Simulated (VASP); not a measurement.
Input:

```yaml
crystal:
  lattice:
    - [0.00000, 3.69826, 3.69826]
    - [3.69826, 0.00000, 3.69826]
    - [3.69826, 3.69826, 0.00000]
  atoms:
    - { symbol: K, position: [0.25000, 0.25000, 0.25000] }
    - { symbol: K, position: [0.75000, 0.75000, 0.75000] }
    - { symbol: S, position: [0.00000, 0.00000, 0.00000] }
```

These are PBE GGA with D3 dispersion (zero damping), VASP's PBE PAW potentials (set 64) (plane waves; VASP) values and carry that method's errors. Numerical set-up: 520 eV cut-off, Gaussian smearing of 0.050 eV, potentials K_sv S.

Give the energies of bands 10 to 15 at the high-symmetry points, in eV from the valence-band maximum.

```json
[
 {"band": "10", "Γ": "-0.20", "X": "-0.75", "U": "-0.55", "L": "-0.62", "W": "-0.38"},
 {"band": "11", "Γ": "-0.20", "X": "0.00", "U": "-0.21", "L": "-0.07", "W": "-0.38"},
 {"band": "12", "Γ": "-0.20", "X": "0.00", "U": "-0.01", "L": "-0.07", "W": "-0.01"},
 {"band": "13", "Γ": "2.39", "X": "3.52", "U": "3.74", "L": "4.72", "W": "3.72"},
 {"band": "14", "Γ": "5.47", "X": "5.30", "U": "5.46", "L": "5.03", "W": "5.77"},
 {"band": "15", "Γ": "5.47", "X": "6.61", "U": "6.32", "L": "5.82", "W": "5.77"}
]
```

The gap is indirect, 2.39 eV, from the valence maximum at X to the conduction minimum at Γ.

The compound is K2S in the antifluorite structure. It was relaxed first.
